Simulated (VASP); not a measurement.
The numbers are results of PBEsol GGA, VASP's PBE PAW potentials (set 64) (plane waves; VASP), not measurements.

A VASP calculation is set up with these files.

POSCAR:
```
BN
1
    1.2712230378    -2.2018231076    -0.0000000000
    1.2712230378     2.2018231076    -0.0000000000
   -0.0000000000    -0.0000000000     4.2050197319
B N
2 2
Direct
  0.6666670000   0.3333330000   0.5002486094
  0.3333330000   0.6666670000   0.0002486094
  0.6666670000   0.3333330000   0.8747513906
  0.3333330000   0.6666670000   0.3747513906
```

INCAR:
```
! general
SYSTEM=BN
PREC  =Accurate
ENCUT =520
LREAL =.FALSE.
LASPH =.TRUE.

! electronic loop
EDIFF =1E-6
NELM  =100
ALGO  =Normal

! smearing
ISMEAR=0
SIGMA =0.05

! functional
GGA   =PS

! ions
IBRION=2
NSW   =60
ISIF  =3
EDIFFG=-0.02

! output
LWAVE =.FALSE.
LCHARG=.FALSE.
```

KPOINTS:
```
Regular mesh
0
G
 9 9 5
0 0 0
```

POTCAR, in this order: B N (PBE.64 set). Program: vasp_std.

What VASP printed:

File OSZICAR:
```
       N       E                     dE             d eps       ncg     rms          rms(c)
DAV:   1     0.471093945025E+02    0.47109E+02   -0.87234E+03   864   0.130E+03
DAV:   2    -0.359451520331E+02   -0.83055E+02   -0.77344E+02  1200   0.272E+02
DAV:   3    -0.385248198758E+02   -0.25797E+01   -0.25665E+01  1152   0.480E+01
DAV:   4    -0.385399958832E+02   -0.15176E-01   -0.15168E-01  1056   0.377E+00
DAV:   5    -0.385401606870E+02   -0.16480E-03   -0.16478E-03  1124   0.373E-01    0.931E+00
DAV:   6    -0.368359414418E+02    0.17042E+01   -0.43558E+00  1080   0.172E+01    0.456E+00
DAV:   7    -0.366681502529E+02    0.16779E+00   -0.22547E-01  1036   0.452E+00    0.266E+00
DAV:   8    -0.366265715107E+02    0.41579E-01   -0.68643E-02   976   0.231E+00    0.213E-01
DAV:   9    -0.366257552983E+02    0.81621E-03   -0.21259E-03  1120   0.469E-01    0.115E-01
DAV:  10    -0.366258203452E+02   -0.65047E-04   -0.19848E-04  1064   0.138E-01    0.216E-02
DAV:  11    -0.366258191103E+02    0.12349E-05   -0.36397E-05  1092   0.521E-02    0.106E-02
DAV:  12    -0.366258196557E+02   -0.54540E-06   -0.38532E-06  1064   0.195E-02
   1 F= -.36625820E+02 E0= -.36625820E+02  d E =-.366258E+02
```

**OUTCAR**
```
------------------------ aborting loop because EDIFF is reached ----------------------------------------
  FORCE on cell =-STRESS in cart. coord.  units (eV):
  Direction    XX          YY          ZZ          XY          YZ          ZX
  --------------------------------------------------------------------------------------
  Total       -0.0030039     -0.0030039      0.0075693     -0.0000000      0.0000000      0.0000000
  in kB       -0.2044501     -0.2044502      0.5151846     -0.0000000      0.0000000      0.0000000
  external PRESSURE =       0.0354281 kB  Pullay stress =       0.0000000 kB
  volume of cell :       23.54
      direct lattice vectors                 reciprocal lattice vectors
     1.271223038 -2.201823108  0.000000000     0.393322010 -0.227084546  0.000000000
     1.271223038  2.201823108  0.000000000     0.393322010  0.227084546  0.000000000
     0.000000000  0.000000000  4.205019732     0.000000000  0.000000000  0.237811012
  FREE ENERGIE OF THE ION-ELECTRON SYSTEM (eV)
  ---------------------------------------------------
  free  energy   TOTEN  =       -36.6258196557 eV

  energy  without entropy=      -36.6258196557  energy(sigma->0) =      -36.62581966

 reached required accuracy - stopping structural energy minimisation
```
(Selected blocks of OUTCAR.)

The compound is BN in the wurtzite structure, a metastable high-pressure form. It was relaxed first. The start is the result of an earlier pass.
